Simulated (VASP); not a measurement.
# TiCo (Pm-3m) under biaxial strain in the (111) plane

How do stress and energy of TiCo follow biaxial strain in the (111) plane?

Method: PBEsol, no spin polarisation; plane waves and PAW (Co, Ti_sv); cell typed or built by script, in the first sound run; inputs show where later runs differ, in VASP 6.6.1.

Report form: the programs' logs are mostly left out.

### 1. Starting point

The structure is cubic, space group Pm-3m (No. 221). The conventional cell has a = 2.990 Å, b = 2.990 Å, c = 2.990 Å, α = 90.00°, β = 90.00°, γ = 90.00°. Nearest to Co lie 8 Ti at 2.59 Å. Nearest to Ti lie 8 Co at 2.59 Å. Farther neighbours are not listed.

Coordinates:

```xyz
2
Lattice="2.9900 0.0000 0.0000 0.0000 2.9900 0.0000 0.0000 0.0000 2.9900" Properties=species:S:1:pos:R:3 pbc="T T T"
Co    0.0000    0.0000    0.0000
Ti    1.4950    1.4950    1.4950
```

### 2. Relax the crystal, PBEsol

The series starts from the cell that this level prefers, so that zero strain is near zero stress.

This step took 2 runs in a row; the last is shown.

Level: PBEsol, no spin polarisation; plane waves and PAW (Co, Ti_sv); cell typed or built by script.

The input, INCAR:

```
SYSTEM = TiCo
PREC = Accurate
ENCUT = 450
EDIFF = 1E-07
NELM = 120
ISMEAR = 1
SIGMA = 0.15
LREAL = .FALSE.
ALGO = Normal
GGA = PS
NBANDS = 16
LASPH = .TRUE.
LORBIT = 11
LWAVE = .FALSE.
LCHARG = .FALSE.
KPAR = 8
IBRION = 2
NSW = 40
ISIF = 3
EDIFFG = -0.005
POTIM = 0.4
```

The input, POSCAR:

```
TiCo
1.0
    2.9296782038      0.0000000000      0.0000000000
    0.0000000000      2.9296782038      0.0000000000
    0.0000000000      0.0000000000      2.9296782038
Co Ti
1 1
Direct
    0.0000000000      0.0000000000      0.0000000000
    0.5000000000      0.5000000000      0.5000000000
```

The input, KPOINTS:

```
Automatic mesh
0
Gamma
17 17 17
0 0 0
```

PAW data sets: Co and Ti_sv (PBE family, release 64).

Command:

```sh
> mpirun -np 8 vasp_std
```

It took 25 s on 8 MPI ranks of Intel Xeon Platinum 8488C (Sapphire Rapids), shared host; peak memory 1.4 GiB.

This run gave:

| Property | Result |
| --- | --- |
| energy(sigma→0) of the program | -16.8899 eV |
| stress, compression positive | 0.02 along [111], 0.02 across it (mean), GPa |
| volume | 25.122 Å³ |
| ionic steps | 3 |

### 3. Strain along the normal, PBEsol

One member in full: the plane is strained by -0.5 %, and the strain along the normal is moved by secant steps until the normal stress is under 0.012 GPa or five steps are spent; the atoms relax at each step.

This step took 3 runs, each at a new trial strain with the atoms of the one before; the last is shown.

Level: PBEsol, no spin polarisation; plane waves and PAW (Co, Ti_sv); cell typed or built by script.

INCAR, as its differences from that of step 2:

```diff
@@ -15,7 +15,7 @@
 LCHARG = .FALSE.
-KPAR = 8
-IBRION = 2
-NSW = 40
-ISIF = 3
-EDIFFG = -0.005
-POTIM = 0.4
+KPAR = 2
+IBRION = 1
+NSW = 25
+ISIF = 2
+EDIFFG = -0.004
+POTIM = 0.3
```

The input, POSCAR:

```
TiCo
1.0
    2.9246103770      0.0104883080      0.0104883080
    0.0104883080      2.9246103770      0.0104883080
    0.0104883080      0.0104883080      2.9246103770
Co Ti
1 1
Direct
    0.0000000000      0.0000000000      0.0000000000
    0.5000000000      0.5000000000      0.5000000000
```

KPOINTS is that of step 2.

Command:

```sh
> mpirun -np 2 vasp_std
```

It took 64 s on 2 MPI ranks; peak memory 0.53 GiB.

This run gave:

* energy(sigma→0) of the program: -16.8886 eV
* stress, compression positive: 0.00 along [111], 1.29 across it (mean), GPa
* ionic steps: 1

### 4. The table

The other members went through these steps as far as the tables show, with the same cutoff and, step by step, the same mesh; 23 runs are not shown. The session took 0.92 core hours (wall time by ranks) on a shared machine.

| in-plane strain (%) | strain along the normal (%) | in-plane stress, tension positive (GPa) | energy above the unstrained row, extrapolated to no smearing (meV/atom) |
| --- | --- | --- | --- |
| -2.000 | 2.425 | -5.277 | 8.725 |
| -1.500 | 1.789 | -3.931 | 4.990 |
| -1.000 | 1.171 | -2.603 | 2.297 |
| -0.500 | 0.574 | -1.292 | 0.640 |
| 0 | 0.000 | -0.002 | 0.000 |
| 0.500 | -0.550 | 1.279 | 0.378 |
| 1.000 | -1.080 | ? | ? |
| 1.500 | -1.586 | 3.789 | 4.104 |
| 2.000 | -2.068 | 5.034 | 7.398 |

### 5. Stress from the known rows

Fitting a parabola to the 8 known rows (e: strain in %) gives stress = − 0.03057 e² + 2.576 e − 3.88e-5 in GPa; the residuals are 0.0034 GPa r.m.s.

For the withheld row, e = 1, the fit gives 2.545 GPa.

### 6. Checking the prediction

The calculation gives 2.537 GPa, so the prediction is 0.008 GPa too high, more than twice the residual of the fit.

Slopes at zero strain, from cubics through all rows: strain ratio -1.126, stress over strain 257 GPa.

### 7. Summary of results

```yaml
error_of_the_predicted_stress: 0.008 GPa
ratio_of_normal_to_in_plane_strain: -1.126
biaxial_modulus: 257 GPa
```

**Reading.** As a check, the curvature of the energy gives 258 GPa for the same modulus (energy per volume = M × strain²), 1 % from the slope of the stress. The energy also has a linear term worth 0.16 GPa that the stress column lacks, a mark of the finite basis or of the smearing. These are static values: temperature and zero-point motion are left out. In a metal the slopes also depend on mesh and smearing, which were held through the series.

[Lines on the potential files, build, host, timing and source positions are cut from VASP's logs without a mark.]

[Logs are printed without paths, hosts, clocks, repeated set-up lines and the standing remarks that a program may print on its own settings, such as how far it seeks lower states.]

[Hosts, paths, dates, database ids (printed as entryN), source tags and the programs' standing remarks are cut or masked in the printed files.]

[In band tables of VASP the shares of atoms and orbitals are scaled to a sum of 1 inside the atoms' spheres.]
